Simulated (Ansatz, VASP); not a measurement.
## TaF3 in VASP and in Ansatz

```xyz
4
Lattice="3.9334 0.0000 0.0000 0.0000 3.9334 0.0000 0.0000 0.0000 3.9334" Properties=species:S:1:pos:R:3 pbc="T T T"
Ta    0.0000    0.0000    0.0000
F     1.9667    0.0000    0.0000
F     0.0000    1.9667    0.0000
F     0.0000    0.0000    1.9667
```

Alike in both runs: task single point; functional PBE; k mesh 6 × 6 × 6; occupations fermi-dirac, width 0.15 eV; no spin polarisation.

```csv
,VASP,Ansatz
version,VASP 6.6.1,Ansatz 0.2.0
potentials or method,"VASP PAW PBE potentials, release 64 (Ta_pv, F)","plane waves, PAW"
plane-wave cutoff (eV),520,470
valence electrons in the cell,32,34
```

Ansatz gave:

```
pressure (GPa) : 20.9
```

Problem. Which values does VASP return?

Solution. Pressure (GPa): 21.3.

The two sets of potentials don't hold the same shells in valence.

Caveats: so large a pressure means that the cell lies far from this level's equilibrium, or that cutoff or potentials fall short (VASP). The runs have no spin-orbit coupling, so splittings on Ta are missing.
